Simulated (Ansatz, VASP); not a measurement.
**Zr2COF (Zr2COF MXene, 1 layer): VASP beside Ansatz**

Aim: how closely do two programs agree when they are given the same cell, functional and k mesh? The structure shown is the start of the Ansatz relaxation below; VASP solves that cell, so the two are compared at the walk's first step.

Program: Ansatz 0.2.0. Level of theory: plane waves, with VASP 6.6.1 beside it; single point at PBE. Results are calculated unless marked as measured.

## (1) The starting structure

The cell holds 5 atoms: 1 F, 2 Zr, 1 C and 1 O. Its edges and angles: a = 3.289 Å, b = 3.289 Å, c = 20.772 Å, α = 90.0°, β = 90.0°, γ = 120.0°. Vacuum lies along c.

## (2) Ansatz: relaxation, PBE

Ansatz runs on its default PAW (the set named soft_2) files.

The two programs are compared at the cell with which this relaxation starts, whose forces are those of its first step.

input.yaml reads:

```yaml
crystal:
  lattice:
    - [3.289, 0.0, 0.0]
    - [-1.6445, 2.848357553, 0.0]
    - [0.0, 0.0, 20.7718145996]
  atoms:
    - { symbol: F, position: [0.3333333333, 0.6666666667, 0.3851372715] }
    - { symbol: Zr, position: [0.6666666667, 0.3333333333, 0.4331633803] }
    - { symbol: C, position: [0.0, 0.0, 0.4956399525] }
    - { symbol: Zr, position: [0.3333333333, 0.6666666667, 0.5581165247] }
    - { symbol: O, position: [0.6666666667, 0.3333333333, 0.6148627285] }
kpoints:
  mp_grid: { grid: [12, 12, 1] }
hamiltonian:
  xc: pbe
scf:
  occupations: { method: fermi_dirac, width: 0.05 }
  convergence: { dr2_threshold: 1.0e-08 }
efield:
  axis: 3
  dipole_correction: true
  ramp_position: 0.97
  ramp_width: 0.04
relax:
  f_tol: 0.01
  cell: { fix: [c, alpha, beta] }
output:
  write_potential: true
  write_density: true
  volumetric_format: npy
```

Run with:

```bash
$ ansatz run input.yaml --threads 4 --pin off --max-ram 8192MiB --backend cpu --events-out ev --progress --plain --runs-dir out
```

Numbers of over 12 decimals in the logs are rounded to 6 here.

Output:

```text
Warning: relax.cell: scf.convergence.dr2_threshold = 1e-8 eV is looser than the 5e-10 eV advised for a relaxation that steers and ends on the stress (1e-10 eV for each atom of the cell: 5). What an SCF threshold leaves in a stress goes as its square root, and in the free energy as the threshold itself, and one threshold admits the most on a small cell: [figures from the program's tests cut] Set scf.convergence.dr2_threshold to 5e-10 eV or tighter. The threshold is an SCF's pass mark: one that does not reach it within its budget of iterations ends unconverged, or closes short of it on a stop that the run arms, and scf.convergence.dr2_threshold's page says what that costs each kind of run
Engine: ansatz 0.2.0, aarch64-unknown-linux-gnu
Pseudopotentials: kind: paw
Pseudopotential: F, paw, valence charge 7, recommended cutoff 420 eV (normal), F.paw.azcp
Pseudopotential: Zr, paw, valence charge 12, recommended cutoff 420 eV (normal), Zr.paw.azcp
Pseudopotential: C, paw, valence charge 4, recommended cutoff 420 eV (normal), C.paw.azcp
Pseudopotential: O, paw, valence charge 6, recommended cutoff 420 eV (normal), O.paw.azcp
Functional definition: PBE
  parameter kappa = 0.804
  parameter beta = 0.066725
  exchange = pbe_x(kappa = kappa, mu = beta*pi^2/3)
  correlation = pbe_c(beta = beta)
Crystal: 5 atoms, lattice volume = 194.596 Å³
Basis set: ecut = 420 eV, 3837 PW (Γ), exchange–correlation on 48×48×288 points (8 copies of the dense FFT grid, shifted against one another)
Bands: 26, of which v1, the nominal top of the filled ones, is band 21 counted from 1 (20 counted from 0)
Symmetry: 6 space group operations
Space group: P3m1 (ITA 156), of the structure as read, at distance tolerance 5.8e-5 Å
k-points: 19 of 144 (time reversal used)
Non-local potential: F, projectors of the file, l = 0: 2, l = 1: 2, l = 2: 1
Non-local potential: Zr, projectors of the file, l = 0: 3, l = 1: 2, l = 2: 2, l = 3: 2
Non-local potential: C, projectors of the file, l = 0: 2, l = 1: 2, l = 2: 1
Non-local potential: O, projectors of the file, l = 0: 2, l = 1: 2, l = 2: 1
PAW form: soft (Blöchl's): semilocal exchange-correlation on the pseudo side does not see the compensation charge
PAW one-centre angular grid: F, 110 points (default); XC on 64 Gauss nodes
PAW one-centre angular grid: Zr, 590 points (default); XC on 64 Gauss nodes
PAW one-centre angular grid: C, 110 points (default); XC on 64 Gauss nodes
PAW one-centre angular grid: O, 110 points (default); XC on 64 Gauss nodes
Initial density: superposition of atomic densities (neutral atoms: chi_scale 0, normalization atom), corrected by the library's trained network
Initial wavefunctions: pseudopotential atomic-orbital guess
Functional: x = pbe(κ = 0.804, μ = 0.219515), c = pbe(β = 0.066725)
SCF iter   1: F=—  HF=-9999.242146 eV  |F-HF|=—  |Δ(HF+E_count)|=         —  Δρ=4.74e-3  dr2=3.36e-1  ethr=1.77e-3  p=-0.215 e·Å  D=-2.00e-1 V/Å  ΔV_dip=4.16 eV  dr2_dipole=1.17e-1  V_vac-E_F(+/−)=6.53/2.38 eV  ⟨swp⟩=7.3  Hψ=2540  notcnv=0
efield: sawtooth ramp at fractional position 0.9700 (set: `efield.ramp_position`, or a place that a band, a saddle search or an elastic batch's reference lends), width 0.0400; the density the first Hamiltonian is built on has a dipole p = -0.215 e·Å; the dipole correction subtracts the counter field D = -2.00e-1 V/Å, which shifts the + side's vacuum level by +4.16 eV against the − side's; the planar-averaged density in the ramp window peaks in size at 2.6e-5 e/Å³
preconditioner: auto → LDOS  [metal: Δε(μ)=0.031 eV  Ē_g=8.956 eV  σ=0.050 eV  W_gap=0.15  n_scr=12 (ndim 8)  ℏωp=12.8 eV  f_vac=0.648  D(μ)=2.11/eV (n_scr^D=8)  β→1.0]
SCF iter   2: F=—  HF=-9999.211449 eV  |F-HF|=—  |Δ(HF+E_count)|=   3.07e-2  Δρ=2.44e-3  dr2=3.36e-2  ethr=8.20e-4  p=-0.278 e·Å  D=-2.58e-1 V/Å  ΔV_dip=5.36 eV  dr2_dipole=7.64e-3  V_vac-E_F(+/−)=6.99/1.63 eV  ⟨swp⟩=2.5  Hψ=749  notcnv=0  defer=10
SCF iter   3: F=—  HF=-9999.210127 eV  |F-HF|=—  |Δ(HF+E_count)|=   1.32e-3  Δρ=1.38e-3  dr2=5.81e-3  ethr=8.20e-5  p=-0.283 e·Å  D=-2.63e-1 V/Å  ΔV_dip=5.47 eV  dr2_dipole=1.11e-3  V_vac-E_F(+/−)=7.06/1.59 eV  ⟨swp⟩=2.6  Hψ=929  notcnv=0  defer=10
SCF iter   4: F=—  HF=-9999.209196 eV  |F-HF|=—  |Δ(HF+E_count)|=   9.31e-4  Δρ=3.66e-4  dr2=3.39e-4  ethr=1.42e-5  p=-0.289 e·Å  D=-2.68e-1 V/Å  ΔV_dip=5.58 eV  dr2_dipole=9.36e-7  V_vac-E_F(+/−)=7.10/1.53 eV  ⟨swp⟩=2.1  Hψ=911  notcnv=0  defer=10
SCF iter   5: F=—  HF=-9999.209165 eV  |F-HF|=—  |Δ(HF+E_count)|=   3.07e-5  Δρ=1.00e-4  dr2=2.34e-5  ethr=8.26e-7  p=-0.287 e·Å  D=-2.67e-1 V/Å  ΔV_dip=5.55 eV  dr2_dipole=1.34e-7  V_vac-E_F(+/−)=7.11/1.55 eV  ⟨swp⟩=3.0  Hψ=1051  notcnv=0  defer=10
[...]
SCF 6 converged in 6 iterations: F = -10000.141930 eV  dr2 = 9.49e-10
relax step   6: F+E_penalty+E_count = -10000.14193042 eV  Δ(F+E_penalty+E_count) = -3.487e-5 eV  max|allowed force component| = 6.943e-3 eV/Å  Δτ_max = 0.0014 Å  P = -0.006 GPa  Ω = 194.922 Å³  energy of the carried Pulay correction = -2.952e-4 eV  fix = [c, alpha, beta]  reactions: c -0.018 GPa  (6 SCF iters, accepted)
Initial wavefunctions: pseudopotential atomic-orbital guess (no wavefunctions were taken with the density)
iter 1 solved again at ethr=2.82e-7 eV; its pass at ethr=3.10e-3 eV (dr2=1.16e-4 eV) is discarded
SCF iter   1: F=—  HF=-10000.142083 eV  |F-HF|=—  |Δ(HF+E_count)|=         —  Δρ=1.26e-5  dr2=1.34e-8  ethr=2.82e-7  p=-0.079 e·Å  D=-7.35e-2 V/Å  ΔV_dip=1.53 eV  dr2_dipole=6.95e-10  V_vac-E_F(+/−)=5.16/3.64 eV  ⟨swp⟩=4.3  Hψ=4080  notcnv=0
efield: sawtooth ramp at fractional position 0.9700 (set: `efield.ramp_position`, or a place that a band, a saddle search or an elastic batch's reference lends), width 0.0400; the density the first Hamiltonian is built on has a dipole p = -0.079 e·Å; the dipole correction subtracts the counter field D = -7.35e-2 V/Å, which shifts the + side's vacuum level by +1.53 eV against the − side's; the planar-averaged density in the ramp window peaks in size at 2.4e-6 e/Å³
eigensolver tolerance schedule: the retry pair's looser diagonalisation over-reported the residual by 8643.27 of it (diagonalisation noise at 3.69 of the residual, at the tolerance the schedule requests for it); recorded, not acted on — ethr = c·dr2/N_el stays at c = 1.0e-1
preconditioner: auto → LDOS  [metal: Δε(μ)=0.083 eV  Ē_g=8.927 eV  σ=0.050 eV  W_gap=0.36  n_scr=12 (ndim 8)  ℏωp=12.8 eV  f_vac=0.644  D(μ)=2.17/eV (n_scr^D=8)  β→1.0]
SCF iter   2: F=—  HF=-10000.142126 eV  |F-HF|=—  |Δ(HF+E_count)|=   4.34e-5  Δρ=1.19e-6  dr2=1.95e-9  ethr=2.44e-11  p=-0.079 e·Å  D=-7.35e-2 V/Å  ΔV_dip=1.53 eV  dr2_dipole=9.64e-12  V_vac-E_F(+/−)=5.16/3.64 eV  ⟨swp⟩=12.3  Hψ=4780  notcnv=0
SCF iter   3: F=-10000.142126 eV  HF=-10000.142126 eV  |F-HF|=7.13e-8  |Δ(HF+E_count)|=   7.02e-8  Δρ=4.47e-7  dr2=2.83e-10  ethr=4.76e-12  p=-0.079 e·Å  D=-7.35e-2 V/Å  ΔV_dip=1.53 eV  dr2_dipole=3.00e-12  V_vac-E_F(+/−)=5.16/3.64 eV  ⟨swp⟩=6.7  Hψ=3308  notcnv=0
SCF 7 converged in 3 iterations: F = -10000.142126 eV  dr2 = 2.83e-10
relax step   7: F+E_penalty+E_count = -10000.14212622 eV  Δ(F+E_penalty+E_count) = -1.958e-4 eV  max|allowed force component| = 7.005e-3 eV/Å  Δτ_max = 0.0000 Å  P = +0.003 GPa  Ω = 194.922 Å³  fix = [c, alpha, beta]  reactions: c -0.004 GPa  stress off target by 6.66e-3 GPa on what of the cell is left free  SCF on the basis re-selected at this cell (its energy is not comparable with the rows above)  (3 SCF iters)
basis re-selected at this cell: Δ(F+E_penalty+E_count) = -1.958e-4 eV, ΔP = +0.009 GPa vs the last step (what re-selecting the basis moved, of the pressure what is left beyond the Pulay correction that the steps carried, after the strain that the cell walked since its last selection, with what the two solves' SCF thresholds leave and, on support functions, any second-order correction that the steps lacked; it is no m [...]
WARN: The output density's exchange-correlation potential varies sharply where the density is thin. Do not read a vacuum level from v_tot or v_xc, or from such a field of the output density. On a cell that repeats whose density bears no net charge and no dipole along the vacuum's axis use v_es (v_loc + v_h of the components); under efield.dipole_correction with no amplitude use v_es + v_field, which holds any externa [...]
SCF converged after 3 iterations
Free energy (F): -10000.142126 eV
Harris-Foulkes:  -10000.142126 eV  (|F-HF|=7.13e-8)
Internal energy: -10000.125016 eV  (E = F + TS)
E sigma→0 (E₀):  -10000.133571 eV
Entropy (-TS):   -0.017110 eV (-3.422 meV/atom)
Fermi energy:    1.518812 eV
Dipole field:    D = -0.073485 V/Å  (p = -0.079159 e·Å, saw-weighted, corrected)
Work function:   Φ+ = 5.1638 eV   Φ− = 3.6374 eV
Levels:          The Fermi level and band energies are counted from a zero that moves with the ramp; work functions are not
--- Per-component energies (eV) ---
  E_band       = -668.880928
  E_kinetic    = 1139.389694
  E_local      = -29773.239156  (includes V_loc(G=0)·N_el)
  E_nonlocal   = 303.404487
  E_hartree    = 14284.558713
  E_xc         = -527.948055
  E_vxc        = -641.724674  (∫ρ·V_xc dr)
  E_paw        = -6363.647345  (= ΣΔE_a)
  E_vpaw       = -266.195335  (= ΣTr[D̂ρ^β])
  E_aug_tail   = 0.004540  (compensation charges beyond the density's cutoff)
  E_efield     = 0.002908  (sawtooth field / dipole correction)
  E_vefield    = 0.362752  (∫n·V_field dr)
  E_ewald      = 10937.349197
  E_smearing   = -0.017110  (= −TS)
  E_closure    = -0.000000  (closes the sum)
  Σ components = -10000.142126   (vs F -10000.142126, Δ=0.00e0)
--- Forces (eV/Å), atoms counted from 1 ---
  atom   1  F      0.00000000     0.00000000     0.00550130
  atom   2  Zr     0.00000000     0.00000000    -0.00411917
  atom   3  C      0.00000000     0.00000000    -0.00637977
  atom   4  Zr     0.00000000    -0.00000000     0.00700422
  atom   5  O      0.00000000    -0.00000000    -0.00201102
  max |Σ_I F_I| component: 4.44e-6 eV/Å
--- Stress (GPa, compression-positive) ---
        0.006663       0.000000      -0.000000
        0.000000       0.006663       0.000000
        0.000000      -0.000000      -0.003558
  P = ⅓ Tr σ = 0.0033 GPa (0.033 kbar)
--- Band table (eV; the first three rows and the last of 19) ---
  k-point 0: bands = [... 17 lower, -1.5974, -0.6317, -0.6317, 2.2351, 2.2351, 2.4878, 3.5562, 4.0238, ... 1 higher]
  k-point 1: bands = [... 17 lower, -1.5344, -0.8699, -0.6936, 1.9930, 2.3365, 2.6061, 3.4988, 4.1283, ... 1 higher]
  k-point 2: bands = [... 17 lower, -1.6645, -1.1753, -0.8292, 1.6009, 2.6543, 2.6555, 3.6303, 4.3608, ... 1 higher]
  k-point 18: bands = [... 17 lower, -2.0905, -1.7776, -1.5767, 2.3128, 3.0915, 3.3846, 4.3878, 4.4225, ... 1 higher]
--- Relaxed structure (6 steps of the walk, 5 accepted, 1 SCFs on fresh bases) ---
  F+E_penalty+E_count = -10000.14212622 eV   max|allowed force component| = 7.005e-3 eV/Å   (the final SCF, on the basis selected at the relaxed cell)
  cell:  # Å, volume = 194.9219 Å³
    - [3.291757, 2.0406606651532119e-19, 0]
    - [-1.645879, 2.850745, 0]
    - [0, 0, 20.7718145996]
  atoms:
    - { symbol: F, position: [0.333333, 0.666667, 0.374125] }
    - { symbol: Zr, position: [0.666667, 0.333333, 0.437739] }
    - { symbol: C, position: [0, 0, 0.497024] }
    - { symbol: Zr, position: [0.333333, 0.666667, 0.565968] }
    - { symbol: O, position: [0.666667, 0.333333, 0.612064] }
```

(Part 1 of 2 ends here.)

[Lines on the potential files, build, host, timing and source positions are cut from VASP's logs without a mark.]

[Logs are printed without paths, hosts, clocks, repeated set-up lines and the standing remarks that a program may print on its own settings, such as how far it seeks lower states.]

[Hosts, paths, dates, database ids (printed as entryN), source tags and the programs' standing remarks are cut or masked in the printed files.]
